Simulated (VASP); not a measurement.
A convergence study with VASP on HgTe (zinc blende): one setting is varied, all else stays as given below, so the limit is that of these other settings.

```xyz
2
Lattice="0.0000 3.2300 3.2300 3.2300 0.0000 3.2300 3.2300 3.2300 0.0000" Properties=species:S:1:pos:R:3 pbc="T T T"
Hg     0.0000     0.0000     0.0000
Te     1.6150     1.6150     1.6150
```

The numbers are results of PBE GGA, VASP's PBE PAW potentials (set 64) (plane waves; VASP 6.6.1), not measurements. The tightest run used: 550 eV cut-off, 16×16×16 Γ-centred mesh, tetrahedra with Blöchl corrections, potentials Hg Te.

### Question
The settings run are 3×3×3 mesh; 4×4×4 mesh; 5×5×5 mesh; 6×6×6 mesh; 7×7×7 mesh; 8×8×8 mesh; 9×9×9 mesh; 10×10×10 mesh; 11×11×11 mesh; 12×12×12 mesh; 13×13×13 mesh; 14×14×14 mesh; 15×15×15 mesh; 16×16×16 mesh. From which on does the stress (every component) stay within 0.1 GPa of the tightest run?

### Answer
From 6×6×6 mesh on: it is off by 0.07 there and by no more than 0.1 in any finer run, while 5×5×5 mesh is off by 0.18.
| setting | E (eV/atom) | pressure (GPa) | irreducible k-points | difference judged (GPa) |
|---|---|---|---|---|
| 3×3×3 mesh | -1.6294 | 5.24 | 4 | 1.42 |
| 4×4×4 mesh | -1.7436 | 4.29 | 8 | 0.47 |
| 5×5×5 mesh | -1.7747 | 4.00 | 10 | 0.18 |
| 6×6×6 mesh | -1.7847 | 3.89 | 16 | 0.07 |
| 7×7×7 mesh | -1.7884 | 3.86 | 20 | 0.04 |
| 8×8×8 mesh | -1.7900 | 3.84 | 29 | 0.02 |
| 9×9×9 mesh | -1.7907 | 3.83 | 35 | 0.01 |
| 10×10×10 mesh | -1.7910 | 3.83 | 47 | 0.01 |
| 11×11×11 mesh | -1.7912 | 3.82 | 56 | 0.00 |
| 12×12×12 mesh | -1.7913 | 3.82 | 72 | 0.00 |
| 13×13×13 mesh | -1.7913 | 3.82 | 84 | 0.00 |
| 14×14×14 mesh | -1.7913 | 3.82 | 104 | 0.00 |
| 15×15×15 mesh | -1.7913 | 3.82 | 120 | 0.00 |
| 16×16×16 mesh | -1.7914 | 3.82 | 145 | 0.00 |

Left out are rungs that failed or repeat a setting and relaxations that didn't move; long series are thinned to 24 rows.

The compound is HgTe in the zinc blende structure. The cell was not relaxed at this level.
